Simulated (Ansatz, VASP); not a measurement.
# GaN: VASP beside Ansatz

Aim: how closely do two programs agree when they are given the same cell, functional and k mesh? The cell is taken from a series of runs on this material, whose earlier steps may have relaxed, scaled, displaced or heated it; both programs get it as it stands.

Calculated with Ansatz 0.2.0; plane waves, with VASP 6.6.1 beside it; relaxation of cell and atoms at PBE and zone-centre phonons at PBE.

## (1) The structure

The structure is cubic, space group F-43m (No. 216). The conventional cell has a = 4.549 Å, b = 4.549 Å, c = 4.549 Å, α = 90.00°, β = 90.00°, γ = 90.00°. Nearest to N lie 4 Ga at 1.97 Å. Ga has 4 N at 1.97 Å nearest. Farther neighbours and most contacts between anions are not listed.

## (2) Ansatz: relaxation of cell and atoms, PBE

Ansatz runs on its PAW soft_1 files.

The relaxed volume is the usual yardstick between codes: in a stiff, nearly cubic crystal its relative difference is about their pressure difference at one cell divided by the bulk modulus.

input.yaml reads:

```yaml
crystal:
  lattice:
    - [0.0, 2.2744141129, 2.2744141129]
    - [2.2744141129, 0.0, 2.2744141129]
    - [2.2744141129, 2.2744141129, 0.0]
  atoms:
    - { symbol: "N", position: [0.25, 0.25, 0.25] }
    - { symbol: Ga, position: [0.0, 0.0, 0.0] }
kpoints:
  mp_grid: { grid: [12, 12, 12] }
hamiltonian:
  xc: pbe
  pseudopotentials: { kind: paw, azcp: { folder: soft_1 } }
scf:
  occupations: { method: fixed }
output:
  forces: true
  stress: true
  eigenvalues: true
relax:
  adjacent_minimum: "off"
  f_tol: 0.001
  max_steps: 60
  cell: { stress_tol: 0.01 }
```

Launch:

```bash
$ ansatz run input.yaml --threads 4 --pin off --max-ram 10240MiB --backend cpu --events-out ev --progress --plain --runs-dir out
```

Numbers of over 12 decimals in the logs are rounded to 6 here.

The log of the run:

```text
Engine: ansatz 0.2.0, aarch64-unknown-linux-gnu
Pseudopotentials: kind: paw
Pseudopotential: N, paw, valence charge 5, recommended cutoff 420 eV (normal), soft_1/N.paw.azcp
Pseudopotential: Ga, paw, valence charge 13, recommended cutoff 420 eV (normal), soft_1/Ga.paw.azcp
Functional definition: PBE
  parameter kappa = 0.804
  parameter beta = 0.066725
  exchange = pbe_x(kappa = kappa, mu = beta*pi^2/3)
  correlation = pbe_c(beta = beta)
Crystal: 2 atoms, lattice volume = 23.531 Å³
Basis set: ecut = 420 eV, 459 PW (Γ), exchange–correlation on 48×48×48 points (8 copies of the dense FFT grid, shifted against one another)
Bands: 13, of which v1, the nominal top of the filled ones, is band 9 counted from 1 (8 counted from 0)
Symmetry: 24 space group operations
Space group: F-43m (ITA 216), of the structure as read, at distance tolerance 2.9e-5 Å
k-points: 72 of 1728 (time reversal used)
Non-local potential: N, projectors of the file, l = 0: 2, l = 1: 2, l = 2: 1
Non-local potential: Ga, projectors of the file, l = 0: 2, l = 1: 2, l = 2: 3, l = 3: 1
PAW form: soft (Blöchl's): semilocal exchange-correlation on the pseudo side does not see the compensation charge
PAW one-centre angular grid: N, 110 points (default); XC on 64 Gauss nodes
PAW one-centre angular grid: Ga, 590 points (default); XC on 64 Gauss nodes
Initial density: superposition of atomic densities (chi_scale 0.1, normalization cell, long waves kept (reshape's long-wave potential 0.00 eV rms))
Initial wavefunctions: pseudopotential atomic-orbital guess
Functional: x = pbe(κ = 0.804, μ = 0.219515), c = pbe(β = 0.066725)
SCF iter   1: F=—  HF=-4168.554908 eV  |F-HF|=—  |Δ(HF+E_count)|=         —  Δρ=1.08e-1  dr2=2.40e0  ethr=3.10e-3  ⟨swp⟩=4.0  Hψ=4110  notcnv=0  defer=119
preconditioner: auto → none  [insulator: Δε(μ)=2.360 eV  Ē_g=18.899 eV  n_scr=8 (ndim 8)  ℏωp=32.5 eV  f_vac=0.000  ε∞_Penn≈4.0]
SCF iter   2: F=—  HF=-4168.045185 eV  |F-HF|=—  |Δ(HF+E_count)|=   5.10e-1  Δρ=6.08e-2  dr2=5.45e-1  ethr=3.10e-3  ⟨swp⟩=2.1  Hψ=2349  notcnv=0  defer=27
SCF iter   3: F=—  HF=-4167.919387 eV  |F-HF|=—  |Δ(HF+E_count)|=   1.26e-1  Δρ=2.00e-2  dr2=4.77e-2  ethr=3.03e-3  ⟨swp⟩=2.0  Hψ=1341  notcnv=0  defer=142
SCF iter   4: F=—  HF=-4167.915941 eV  |F-HF|=—  |Δ(HF+E_count)|=   3.45e-3  Δρ=8.08e-3  dr2=6.86e-3  ethr=2.65e-4  ⟨swp⟩=2.1  Hψ=1880  notcnv=0  defer=142
SCF iter   5: F=—  HF=-4167.913005 eV  |F-HF|=—  |Δ(HF+E_count)|=   2.94e-3  Δρ=8.72e-4  dr2=8.07e-5  ethr=3.81e-5  ⟨swp⟩=2.0  Hψ=1711  notcnv=0  defer=142
SCF iter   6: F=—  HF=-4167.913037 eV  |F-HF|=—  |Δ(HF+E_count)|=   3.17e-5  Δρ=2.46e-4  dr2=7.58e-6  ethr=4.48e-7  ⟨swp⟩=2.0  Hψ=1723  notcnv=0  defer=142
SCF iter   7: F=-4167.913037 eV  HF=-4167.913037 eV  |F-HF|=6.29e-8  |Δ(HF+E_count)|=   8.65e-7  Δρ=2.65e-5  dr2=8.13e-8  ethr=5.56e-10  ⟨swp⟩=5.7  Hψ=5407  notcnv=0
SCF 1 converged in 7 iterations: F = -4167.913037 eV  dr2 = 8.13e-8
  greatest PAW one-centre occupation: 0.995 electrons in one spin orbital (limit 2), on the Ga atom at site 1 (counted from 0), in its partial waves of l = 2
relax step   1: F+E_penalty+E_count = -4167.91303735 eV  Δ(F+E_penalty+E_count) = +0.000e0 eV  max|allowed force component| = 5.551e-17 eV/Å  Δτ_max = 0.0000 Å  P = +0.006 GPa  Ω = 23.531 Å³  (7 SCF iters, dr2 threshold 1.00e-7 eV, accepted)
Initial density: handed on by an earlier stage of this run
Initial wavefunctions: pseudopotential atomic-orbital guess (no wavefunctions were taken with the density)
iter 1 solved again at ethr=2.35e-8 eV; its pass at ethr=3.10e-3 eV (dr2=4.23e-6 eV) is discarded
SCF iter   1: F=—  HF=-4167.913034 eV  |F-HF|=—  |Δ(HF+E_count)|=         —  Δρ=2.64e-5  dr2=8.13e-8  ethr=2.35e-8  ⟨swp⟩=3.1  Hψ=6783  notcnv=0  defer=131
preconditioner: auto → none  [insulator: Δε(μ)=1.541 eV  Ē_g=18.546 eV  n_scr=8 (ndim 8)  ℏωp=32.5 eV  f_vac=0.002  ε∞_Penn≈4.1]
SCF iter   2: F=—  HF=-4167.913037 eV  |F-HF|=—  |Δ(HF+E_count)|=   3.42e-6  Δρ=6.77e-6  dr2=1.44e-8  ethr=4.52e-10  ⟨swp⟩=2.0  Hψ=1578  notcnv=0  defer=87
SCF iter   3: F=—  HF=-4167.913037 eV  |F-HF|=—  |Δ(HF+E_count)|=   1.12e-9  Δρ=4.19e-6  dr2=2.08e-9  ethr=8.01e-11  ⟨swp⟩=2.1  Hψ=1165  notcnv=0  defer=87
SCF iter   4: F=—  HF=-4167.913037 eV  |F-HF|=—  |Δ(HF+E_count)|=   1.13e-9  Δρ=1.83e-6  dr2=6.91e-10  ethr=1.15e-11  ⟨swp⟩=2.0  Hψ=1519  notcnv=0  defer=87
SCF iter   5: F=—  HF=-4167.913037 eV  |F-HF|=—  |Δ(HF+E_count)|=  1.76e-10  Δρ=2.73e-7  dr2=9.15e-12  ethr=3.84e-12  ⟨swp⟩=2.0  Hψ=1503  notcnv=0  defer=87
SCF iter   6: F=-4167.913037 eV  HF=-4167.913037 eV  |F-HF|=9.09e-13  |Δ(HF+E_count)|=  1.36e-11  Δρ=3.58e-8  dr2=2.11e-13  ethr=1.00e-12  ⟨swp⟩=4.9  Hψ=5244  notcnv=0
SCF 2 converged in 6 iterations: F = -4167.913037 eV  dr2 = 2.11e-13
relax step   2: F+E_penalty+E_count = -4167.91303739 eV  Δ(F+E_penalty+E_count) = -4.289e-8 eV  max|allowed force component| = 3.701e-17 eV/Å  Δτ_max = 0.0000 Å  P = +0.004 GPa  Ω = 23.531 Å³  stress off target by 4.37e-3 GPa  SCF on the basis re-selected at this cell (its energy is not comparable with the rows above)  (6 SCF iters)
basis re-selected at this cell: Δ(F+E_penalty+E_count) = -4.289e-8 eV, ΔP = -0.002 GPa vs the last step (what re-selecting the basis moved, of the pressure what is left beyond the Pulay correction that the steps carried, after the strain that the cell walked since its last selection, with what the two solves' SCF thresholds leave and, on support functions, any second-order correction that the steps lacked; it is no m [...]
SCF converged after 6 iterations
Free energy (F): -4167.913037 eV
Harris-Foulkes:  -4167.913037 eV  (|F-HF|=9.09e-13)
Internal energy: -4167.913037 eV  (E = F + TS)
E sigma→0 (E₀):  -4167.913037 eV
Fermi energy:    9.223715 eV
--- Per-component energies (eV) ---
  E_band       = -12.470517
  E_kinetic    = 239.704280
  E_local      = -1436.116826  (includes V_loc(G=0)·N_el)
  E_nonlocal   = -54.831714
  E_hartree    = 902.512747
  E_xc         = -121.961750
  E_vxc        = -130.459411  (∫ρ·V_xc dr)
  E_paw        = -2124.382216  (= ΣΔE_a)
  E_vpaw       = -435.793095  (= ΣTr[D̂ρ^β])
  E_aug_tail   = 0.000745  (compensation charges beyond the density's cutoff)
  E_ewald      = -1572.838303
  E_smearing   = -0.000000  (= −TS)
  E_closure    = -0.000000  (closes the sum)
  Σ components = -4167.913037   (vs F -4167.913037, Δ=0.00e0)
--- Forces (eV/Å), atoms counted from 1 ---
  atom   1  N     -0.00000000     0.00000000    -0.00000000
  atom   2  Ga    -0.00000000     0.00000000     0.00000000
  max |Σ_I F_I| component: 2.59e-16 eV/Å
--- Stress (GPa, compression-positive) ---
        0.004372       0.000000      -0.000000
        0.000000       0.004372       0.000000
       -0.000000       0.000000       0.004372
  P = ⅓ Tr σ = 0.0044 GPa (0.044 kbar)
--- Band table (eV; the first three rows and the last of 72) ---
  k-point 0: bands = [... 5 lower, -3.9484, 9.2237, 9.2237, 9.2237, 10.7650, 19.3677, 19.3677, 19.3677]
  k-point 1: bands = [... 5 lower, -3.9493, 8.3791, 9.1512, 9.1512, 11.4496, 19.0004, 19.4814, 19.4814]
  k-point 2: bands = [... 5 lower, -3.9496, 6.9498, 8.9620, 8.9620, 12.3945, 18.3225, 19.7127, 19.7127]
  k-point 71: bands = [... 5 lower, -1.9924, 3.6337, 5.6539, 5.7229, 15.3888, 17.3338, 19.2756, 20.2192]
--- Relaxed structure (1 steps of the walk, 1 accepted, 1 SCFs on fresh bases) ---
  F+E_penalty+E_count = -4167.91303739 eV   max|allowed force component| = 3.701e-17 eV/Å   (the final SCF, on the basis selected at the relaxed cell)
  cell:  # Å, volume = 23.5309 Å³
    - [0.0, 2.2744141129, 2.2744141129]
    - [2.2744141129, 0.0, 2.2744141129]
    - [2.2744141129, 2.2744141129, 0.0]
  atoms:
    - { symbol: N, position: [0.25, 0.25, 0.25] }
    - { symbol: Ga, position: [0.0, 0.0, 0.0] }
```

In the SCF lines HF is the Harris–Foulkes energy and dr2 the Hartree energy of the density residual, in eV; the loop may stop once dr2 is under the threshold and the program's other checks hold. Hψ counts applications of the Hamiltonian.

## (3) VASP: relaxation of cell and atoms, PBE

The same cell, functional and mesh now go to VASP, with its own data sets.

Lines of VASP's logs that name or quote its potential files are left out, and so is its time.

INCAR reads:

```
SYSTEM = GaN
PREC = Accurate
ENCUT = 600
EDIFF = 1E-07
NELM = 120
ISMEAR = 0
SIGMA = 0.01
LREAL = .FALSE.
ALGO = Normal
GGA = PE
NBANDS = 15
LORBIT = 11
LWAVE = .FALSE.
LCHARG = .FALSE.
ISIF = 3
IBRION = 2
NSW = 80
EDIFFG = -0.005
LASPH = .TRUE.
GGA_COMPAT = .FALSE.
NELMIN = 4
EFERMI = MIDGAP
KPAR = 2
```

POSCAR reads:

```
GaN
1.0
    0.0000000000      2.2744140000      2.2744140000
    2.2744140000      0.0000000000      2.2744140000
    2.2744140000      2.2744140000      0.0000000000
N Ga
1 1
Direct
    0.2500000000      0.2500000000      0.2500000000
    0.0000000000      0.0000000000      0.0000000000
```

KPOINTS reads:

```
Automatic mesh
0
Gamma
12 12 12
0 0 0
```

Potentials, in the order of the species: N and Ga_d (PBE family, release 64).

Launch:

```bash
$ mpirun -np 2 vasp_std
```

The log of the run:

```text
[banner, memory and clock lines left out]
running    2 mpi-ranks, on    1 nodes
 distrk:  each k-point on    1 cores,    2 groups
 distr:  one band on    1 cores,    1 groups

 POSCAR found type information on POSCAR N Ga
 POSCAR found :  2 types and       2 ions
 LDA part: xc-table for (Slater+PW92), standard interpolation
 POSCAR, INCAR and KPOINTS ok, starting setup
 FFT: planning ... GRIDC
 FFT: planning ... GRID_SOFT
 FFT: planning ... GRID
 WAVECAR not read
 entering main loop
       N       E                     dE             d eps       ncg     rms          rms(c)
DAV:   1     0.893378268721E+02    0.89338E+02   -0.10333E+04  2422   0.228E+03
DAV:   2    -0.717949909200E+01   -0.96517E+02   -0.90305E+02  2454   0.361E+02
DAV:   3    -0.140174864514E+02   -0.68380E+01   -0.68049E+01  2426   0.820E+01
DAV:   4    -0.141113443942E+02   -0.93858E-01   -0.93815E-01  2747   0.104E+01
DAV:   5    -0.141126157012E+02   -0.12713E-02   -0.12713E-02  2588   0.108E+00    0.761E+00
DAV:   6    -0.121561350129E+02    0.19565E+01   -0.52294E+00  3255   0.420E+01    0.268E+00
DAV:   7    -0.121623978887E+02   -0.62629E-02   -0.32107E-01  2349   0.720E+00    0.174E+00
DAV:   8    -0.121592343792E+02    0.31635E-02   -0.65985E-02  2440   0.362E+00    0.802E-01
DAV:   9    -0.121548197761E+02    0.44146E-02   -0.15895E-02  3251   0.297E+00    0.209E-01
DAV:  10    -0.121551890817E+02   -0.36931E-03   -0.15397E-03  2534   0.575E-01    0.978E-02
DAV:  11    -0.121551109964E+02    0.78085E-04   -0.27674E-04  3226   0.282E-01    0.900E-03
DAV:  12    -0.121551174002E+02   -0.64037E-05   -0.28829E-05  2484   0.660E-02    0.825E-03
DAV:  13    -0.121551172673E+02    0.13285E-06   -0.14452E-06  2770   0.127E-02    0.205E-03
DAV:  14    -0.121551172055E+02    0.61842E-07   -0.54302E-08  1934   0.287E-03
   1 F= -.12155117E+02 E0= -.12155117E+02  d E =-.121551E+02
 curvature:   0.00 expect dE= 0.000E+00 dE for cont linesearch  0.000E+00
 trial: gam= 0.00000 g(F)=  0.323E-47 g(S)=  0.164E-04 ort = 0.000E+00 (trialstep = 0.100E+01)
 search vector abs. value=  0.164E-04
 bond charge predicted
       N       E                     dE             d eps       ncg     rms          rms(c)
DAV:   1    -0.121552942610E+02   -0.17699E-03   -0.21042E-03  2552   0.119E+00    0.810E-02
DAV:   2    -0.121551554215E+02    0.13884E-03   -0.19248E-04  2755   0.438E-01    0.363E-02
DAV:   3    -0.121551218619E+02    0.33560E-04   -0.33044E-05  2622   0.215E-01    0.911E-03
DAV:   4    -0.121551178396E+02    0.40222E-05   -0.44382E-06  2867   0.293E-02    0.106E-03
DAV:   5    -0.121551178338E+02    0.58503E-08   -0.22622E-07  2158   0.718E-03
   2 F= -.12155118E+02 E0= -.12155118E+02  d E =-.628338E-06
 trial-energy change:   -0.000001  1 .order    0.000000   -0.000016    0.000016
 step:   0.5289(harm=  0.4994)  dis= 0.00000  next Energy=   -12.155122 (dE=-0.443E-05)
 bond charge predicted
       N       E                     dE             d eps       ncg     rms          rms(c)
DAV:   1    -0.121551606330E+02   -0.42793E-04   -0.46911E-04  2594   0.562E-01    0.380E-02
DAV:   2    -0.121551299520E+02    0.30681E-04   -0.42846E-05  2699   0.206E-01    0.171E-02
DAV:   3    -0.121551223877E+02    0.75643E-05   -0.73577E-06  2650   0.101E-01    0.430E-03
DAV:   4    -0.121551212850E+02    0.11027E-05   -0.96688E-07  2846   0.136E-02    0.517E-04
DAV:   5    -0.121551212350E+02    0.49998E-07   -0.43730E-08  1339   0.331E-03
   3 F= -.12155121E+02 E0= -.12155121E+02  d E =-.402955E-05
 curvature:  -0.25 expect dE=-0.294E-10 dE for cont linesearch -0.294E-10
 trial: gam= 0.00000 g(F)=  0.708E-48 g(S)=  0.118E-09 ort =-0.440E-07 (trialstep = 0.906E+00)
 search vector abs. value=  0.218E-09
 reached required accuracy - stopping structural energy minimisation
```

Parts of OUTCAR (step 3):

```text
ion  position               nearest neighbor table
   1  0.250  0.250  0.250-   2 1.97   2 1.97   2 1.97   2 1.97
   2  0.000  0.000  0.000-   1 1.97   1 1.97   1 1.97   1 1.97

  LATTYP: Found a face centered cubic cell.
 ALAT       =     4.5488280000

 Subroutine GETGRP returns: Found 24 space group operations
 (whereof 24 operations were pure point group operations)

The static configuration has the point symmetry T_d .

 Found     72 irreducible k-points:

   k-points           NKPTS =     72   k-points in BZ     NKDIM =     72   number of bands    NBANDS=     15

   dimension x,y,z NGX =    28 NGY =   28 NGZ =   28
   dimension x,y,z NGXF=    56 NGYF=   56 NGZF=   56

   ENCUT  =  600.0 eV  44.10 Ry    6.64 a.u.   6.42  6.42  6.42*2*pi/ulx,y,z

   NELECT =      18.0000    total number of electrons

 k-points in reciprocal lattice and weights: Automatic mesh
   0.00000000  0.00000000  0.00000000       0.001
   0.08333333  0.00000000  0.00000000       0.005
   0.16666667  0.00000000  0.00000000       0.005
   0.25000000  0.00000000  0.00000000       0.005
   0.33333333  0.00000000  0.00000000       0.005
   0.41666667  0.00000000  0.00000000       0.005
   0.50000000  0.00000000  0.00000000       0.002
   0.08333333  0.08333333  0.00000000       0.003
   0.16666667  0.08333333  0.00000000       0.014
[...]
-0.33333333  0.50000000  0.16666667       0.007
  -0.25000000  0.50000000  0.25000000       0.003

 average (electrostatic) potential at core
       1 -62.3605       2 -63.8191

 E-fermi :   5.7650

 k-point     1 :       0.0000    0.0000    0.0000
  band No.  band energies     occupation
    ...
      5      -8.1394      2.00000
      6      -8.1394      2.00000
      7       4.9903      2.00000
      8       4.9903      2.00000
      9       4.9903      2.00000
     10       6.5397      0.00000
     11      15.1223      0.00000
     12      15.1223      0.00000
     13      15.1223      0.00000
     14      22.2300      0.00000
    ...

 k-point     2 :       0.0833    0.0000    0.0000
  band No.  band energies     occupation
    ...
      5      -8.1403      2.00000
      6      -8.1403      2.00000
      7       4.1466      2.00000
      8       4.9176      2.00000
      9       4.9176      2.00000
     10       7.2229      0.00000
     11      14.7581      0.00000
     12      15.2364      0.00000
     13      15.2364      0.00000
     14      22.4437      0.00000
    ...

 k-point     3 :       0.1667    0.0000    0.0000
  band No.  band energies     occupation
    ...
      5      -8.1406      2.00000
      6      -8.1406      2.00000
      7       2.7168      2.00000
      8       4.7283      2.00000
      9       4.7283      2.00000
     10       8.1672      0.00000
     11      14.0852      0.00000
     12      15.4694      0.00000
     13      15.4694      0.00000
     14      21.5904      0.00000
    ...

  Total        0.0000404      0.0000404      0.0000404      0.0000000      0.0000000      0.0000000
  in kB        0.0027549      0.0027549      0.0027549      0.0000000      0.0000000      0.0000000
  external PRESSURE =       0.0027549 kB  Pullay stress =       0.0000000 kB

  energy-cutoff  :      600.00
  volume of cell :       23.52
      direct lattice vectors                 reciprocal lattice vectors
    -0.000000000  2.273977409  2.273977409    -0.219879053  0.219879053  0.219879053
     2.273977409 -0.000000000  2.273977409     0.219879053 -0.219879053  0.219879053
     2.273977409  2.273977409  0.000000000     0.219879053  0.219879053 -0.219879053

 POSITION                                       TOTAL-FORCE (eV/Angst)
 -----------------------------------------------------------------------------------
      1.13699      1.13699      1.13699         0.000000      0.000000      0.000000
      0.00000      0.00000      0.00000        -0.000000     -0.000000     -0.000000
 -----------------------------------------------------------------------------------
    total drift:                                0.000000      0.000000      0.000000

  FREE ENERGIE OF THE ION-ELECTRON SYSTEM (eV)
  ---------------------------------------------------
  free  energy   TOTEN  =       -12.1551212350 eV

  energy  without entropy=      -12.1551212350  energy(sigma->0) =      -12.15512124

 reached required accuracy - stopping structural energy minimisation

 total charge
# of ion       s       p       d       tot
------------------------------------------
    1        1.223   2.488   0.000   3.711
    2        0.786   0.866  10.161  11.813
--------------------------------------------------
tot          2.009   3.354  10.161  15.524

[... 3 further parts left out ...]
```

## (4) Side by side

Known differences besides the potentials themselves: fixed occupations in Ansatz, narrow Gaussian smearing in VASP; the cutoff is 420 eV in Ansatz and 600 eV in VASP; Ansatz adds a Pulay correction to the stress that steers its cell, VASP none. Total energies have different zeros and are not compared.

Both answers:

```csv
quantity,Ansatz,VASP,difference
volume (Å³),23.53,23.52,+0.06 %
"edge a after relaxation, in the typed setting (Å)",3.216,3.216,+0.02 %
```

(Continued in part 2 of 2.)

[Lines on the potential files, build, host, timing and source positions are cut from VASP's logs without a mark.]

[Logs are printed without paths, hosts, clocks, repeated set-up lines and the standing remarks that a program may print on its own settings, such as how far it seeks lower states.]

[Hosts, paths, dates, database ids (printed as entryN), source tags and the programs' standing remarks are cut or masked in the printed files.]
